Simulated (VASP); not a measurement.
InSb:

```
In Sb
1.0
     0.00000    3.23910    3.23910
     3.23910    0.00000    3.23910
     3.23910    3.23910    0.00000
In Sb
1 1
Direct
  0.00000 0.00000 0.00000
  0.25000 0.25000 0.25000
```

* Program: VASP 6.6.1
* Task: relaxation of cell and atoms
* Functional: PBE
* Dispersion: D3(BJ)
* Potentials or basis: VASP PAW PBE potentials, release 64 (In_d, Sb)
* Cutoff: 520 eV
* k mesh: 8 × 8 × 8
* Occupations: gaussian, width 0.02 eV
* Spin: no spin polarisation

At the start: pressure 1.4 GPa; volume 33.98 Å³/atom.

Q: Where does the relaxation end?

A: Over 3 steps the energy falls by 4.3 meV/atom and the volume is 35.03 Å³/atom (+3.1 %); space group F-43m (No. 216, to 0.05 Å).

The path:
```csv
step,energy change (eV),largest force (eV/Å),pressure (GPa),volume (Å³)
1,0.0000,0.0000,1.36,67.97
2,-0.0075,0.0000,-0.45,70.85
3,-0.0086,0.0000,0.01,70.05
```

Final structure:
```
CELL_PARAMETERS angstrom
0.00000 3.27192 3.27192
3.27192 0.00000 3.27192
3.27192 3.27192 0.00000
ATOMIC_POSITIONS crystal
In 0.00000 0.00000 0.00000
Sb 0.25000 0.25000 0.25000
```

Caveat: pairwise dispersion overbinds metals, which lowers pressure and volume.
